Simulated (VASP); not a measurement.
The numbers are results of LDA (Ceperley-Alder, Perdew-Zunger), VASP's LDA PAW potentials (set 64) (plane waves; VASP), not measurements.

Input for VASP

**INCAR**
```
SYSTEM = CdS
PREC = Accurate
ENCUT = 520
EDIFF = 1E-6
NELM = 100
ALGO = Normal
LREAL = .FALSE.
LASPH = .TRUE.
ISMEAR = 0
SIGMA = 0.05
LMAXMIX = 4
LWAVE = .FALSE.
LCHARG = .FALSE.
IBRION = 2
ISIF = 3
NSW = 60
EDIFFG = -0.02
```

File KPOINTS:
```
Automatic mesh
0
Gamma
6 6 3
0 0 0
```

**POSCAR**
```
CdS
1.0
  2.0444855418  -3.5411526684   0.0000000000
  2.0444855418   3.5411526684   0.0000000000
  0.0000000000   0.0000000000   6.6417844313
Cd S
2 2
Direct
  0.6666670000   0.3333330000   0.5000096857
  0.3333330000   0.6666670000   0.0000096857
  0.6666670000   0.3333330000   0.8769903143
  0.3333330000   0.6666670000   0.3769903143
```

POTCAR, in this order: Cd S (LDA.64 set). Program: vasp_std.

What VASP printed:

**OSZICAR**
```
       N       E                     dE             d eps       ncg     rms          rms(c)
DAV:   1     0.250425406253E+03    0.25043E+03   -0.17876E+04   616   0.151E+03
DAV:   2    -0.140826628268E+01   -0.25183E+03   -0.24525E+03   670   0.367E+02
DAV:   3    -0.156820649104E+02   -0.14274E+02   -0.14226E+02   760   0.868E+01
DAV:   4    -0.158412799812E+02   -0.15922E+00   -0.15913E+00   700   0.918E+00
DAV:   5    -0.158440946868E+02   -0.28147E-02   -0.28145E-02   766   0.118E+00    0.127E+01
DAV:   6    -0.148634856093E+02    0.98061E+00   -0.23944E+00   798   0.174E+01    0.962E+00
DAV:   7    -0.148315282989E+02    0.31957E-01   -0.83444E-01   718   0.548E+00    0.362E+00
DAV:   8    -0.148163937910E+02    0.15135E-01   -0.15496E-01   758   0.418E+00    0.592E-01
DAV:   9    -0.148146029557E+02    0.17908E-02   -0.24602E-02   788   0.214E+00    0.174E-01
DAV:  10    -0.148142709035E+02    0.33205E-03   -0.16039E-03   792   0.490E-01    0.795E-02
DAV:  11    -0.148142835424E+02   -0.12639E-04   -0.11770E-04   736   0.768E-02    0.878E-02
DAV:  12    -0.148142864755E+02   -0.29331E-05   -0.11022E-05   732   0.175E-02    0.116E-01
DAV:  13    -0.148143068436E+02   -0.20368E-04   -0.12848E-04   694   0.808E-02    0.133E-01
DAV:  14    -0.148143037844E+02    0.30591E-05   -0.96841E-06   732   0.410E-02    0.895E-02
DAV:  15    -0.148142951177E+02    0.86667E-05   -0.81798E-06   670   0.181E-02    0.530E-02
DAV:  16    -0.148142921159E+02    0.30018E-05   -0.13711E-05   688   0.170E-02    0.621E-03
DAV:  17    -0.148142922410E+02   -0.12510E-06   -0.51329E-07   368   0.502E-03
   1 F= -.14814292E+02 E0= -.14814292E+02  d E =-.148143E+02
```

File OUTCAR:
```
------------------------ aborting loop because EDIFF is reached ----------------------------------------
  FORCE on cell =-STRESS in cart. coord.  units (eV):
  Direction    XX          YY          ZZ          XY          YZ          ZX
  --------------------------------------------------------------------------------------
  Total       -0.0201390     -0.0201390      0.0481200      0.0000000      0.0000000      0.0000000
  in kB       -0.3355101     -0.3355100      0.8016652      0.0000000      0.0000000      0.0000000
  external PRESSURE =       0.0435484 kB  Pullay stress =       0.0000000 kB
  volume of cell :       96.17
      direct lattice vectors                 reciprocal lattice vectors
     2.044485542 -3.541152668  0.000000000     0.244560301 -0.141196962  0.000000000
     2.044485542  3.541152668  0.000000000     0.244560301  0.141196962  0.000000000
     0.000000000  0.000000000  6.641784431     0.000000000  0.000000000  0.150561948
  FREE ENERGIE OF THE ION-ELECTRON SYSTEM (eV)
  ---------------------------------------------------
  free  energy   TOTEN  =       -14.8142922410 eV

  energy  without entropy=      -14.8142922410  energy(sigma->0) =      -14.81429224

 reached required accuracy - stopping structural energy minimisation
```
(Selected blocks of OUTCAR.)

The compound is CdS in the wurtzite structure. It was relaxed first. The start is the result of an earlier pass.
